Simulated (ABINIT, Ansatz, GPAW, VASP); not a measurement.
Code comparison for MgBr2 (P-3m1, 3 atoms in the cell)

Self-consistent single point.

```yaml
crystal:
  lattice:
    - [3.76142, 0.00000, 0.00000]
    - [-1.88071, 3.25748, 0.00000]
    - [0.00000, 0.00000, 6.24251]
  atoms:
    - { symbol: Mg, position: [0.00000, 0.00000, 0.00000] }
    - { symbol: Br, position: [0.33333, 0.66667, 0.23348] }
    - { symbol: Br, position: [0.66667, 0.33333, 0.76652] }
```

All programs got the same cell, k-point mesh and kind of occupations (some realise fixed ones as a very narrow smearing) (in Ansatz's words: kpoints.mp_grid.grid = 10 10 6; scf.occupations.method = fixed); potentials, basis and cutoffs are each program's usual ones.

| code | model | pressure (GPa) | largest force (eV/Å) | gap on the mesh (eV) | cutoff |
|---|---|---|---|---|---|
| Ansatz | LDA (PW92), default PAW files made with PBE | 0.78 | 0.268 | 4.322 | default |
| GPAW | LDA (Perdew-Wang 92), GPAW PAW datasets LDA (gpaw-data 1.0.1) | 0.84 | 0.275 | 4.332 | 850 eV |
| ABINIT | LDA (PW92), norm-conserving pseudopotentials (PseudoDojo nc-sr-04 LDA standard) | 0.83 | 0.275 | 4.321 | 42 Ha |
| VASP | LDA (PZ), VASP's LDA PAW potentials (set 64) | 0.60 | 0.255 | 4.334 | 300 eV |

Gaps are read on the mesh.

The spread over the programs that give each value: pressure within 0.24 GPa; largest force within 0.020 eV/Å; gap on the mesh within 0.013 eV.

The starting cell comes from a database of computed structures (which also holds hypothetical and non-ambient phases and stackings), without a prior relaxation at this level. Its lattice was rescaled by a random factor within 2.5 % of one.

**Question.** Why do the programs differ, and what cannot be compared?

**Answer.** Differences of this kind can come from the potentials, where these differ, and from what each basis and cutoff leave unconverged. The valence holds different numbers of electrons (Ansatz (an electronic-structure program) 24, GPAW 24, ABINIT 24, VASP 16). The zero of total energies and Fermi levels follows the potentials and each program's conventions, so they are not compared here. Ansatz's pressure is given at a fixed set of plane waves, as the other plane-wave codes print theirs. The same LDA comes in different parametrisations, which differ slightly.

VASP's run is marked for a possible Pulay error in its stress at this cutoff; no cutoff test was made.

VASP ran the fixed occupations as a Gaussian smearing of 0.01 eV.

Left out of this page: Quantum ESPRESSO, CP2K, Elk and SIESTA (not drawn, or without a comparable value); FLEUR (unsound by tests on forces, stress, charge or solver warnings).

Keys are those of Ansatz 0.2.
